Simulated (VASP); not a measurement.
Runs of VASP 6.6.1 on NbP. It takes space group I4_1md (No. 109, tetragonal). The conventional cell has a = 3.350 Å, b = 3.350 Å, c = 11.480 Å, α = 90.00°, β = 90.00°, γ = 90.00°. Around Nb (site symmetry 2mm) lie 6 P at 2.55 Å. Around P (site symmetry 2mm) lie 6 Nb at 2.55 Å. The cell is a database's computed one.

```tsv
level	potentials or basis	k mesh	cutoff (eV)	mesh quality	gap on the mesh (eV)	pressure (GPa)	largest force (eV/Å)
LDA	VASP PAW LDA potentials, release 64 (Nb_sv, P)	9 × 9 × 9	520	not flagged	none	-9.5	0.01
PBEsol	VASP PAW PBE potentials, release 64 (Nb_sv, P)	9 × 9 × 9	300	not flagged	none	-	0.01
LDA	VASP PAW LDA potentials, release 64 (Nb_sv, P)	5 × 5 × 5	300	coarse	none	-	0.01
PBEsol	VASP PAW PBE potentials, release 64 (Nb_sv, P)	5 × 5 × 5	520	coarse	none	(a)	0.01
PBEsol	VASP PAW PBE potentials, release 64 (Nb_sv, P)	9 × 9 × 9	520	not flagged	none	-6.6	0.01
```

Alike in all rows: task electric field gradients; no spin polarisation; cell as given; smearing fermi-dirac 0.02 eV.

Task: Estimate the missing entries.

Result: (a) -6.4.

Caveats: some runs use coarse meshes; the PAW data sets were made with another functional, which shifts forces and pressure a little (some runs); the cutoff is under 1.25 times the usual one of these potentials, so pressure, stress and relaxed cells hold a basis-set (Pulay) error (some runs).

A k mesh can miss the band edges, and the runs leave out spin-orbit coupling on Nb.

A gap of «none» marks a metal or a gap under the smearing width.
